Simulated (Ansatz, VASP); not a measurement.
# Two plane-wave programs on Rb3HSe

```xyz
5
Lattice="5.2854 0.0000 0.0000 0.0000 5.2854 0.0000 0.0000 0.0000 5.2854" Properties=species:S:1:pos:R:3 pbc="T T T"
Se    0.0000    0.0000    0.0000
H     2.6427    2.6427    2.6427
Rb    2.6427    2.6427    0.0000
Rb    2.6427    0.0000    2.6427
Rb    0.0000    2.6427    2.6427
```

Alike in both runs: task single point; functional LDA; k mesh 6 × 6 × 6; occupations gaussian, width 0.02 eV; no spin polarisation.

|  | VASP | Ansatz |
| --- | --- | --- |
| version | VASP 6.6.1 | Ansatz 0.2.0 |
| potentials or method | VASP PAW LDA potentials, release 64 (Se, H, Rb_sv) | scalar-relativistic, plane waves, PAW |
| plane-wave cutoff (eV) | 520 | 420 |
| valence electrons in the cell | 34 | 44 |

```csv
,VASP,Ansatz,Ansatz less VASP
gap on the k mesh at the Fermi level (eV),2.31,2.31,+0.004
least direct gap on the mesh (eV),2.39,2.38,-0.009
pressure (GPa),-0.5,-0.6,-0.05
```

The two sets of potentials don't hold the same shells in valence.

A k mesh can miss the band edges.
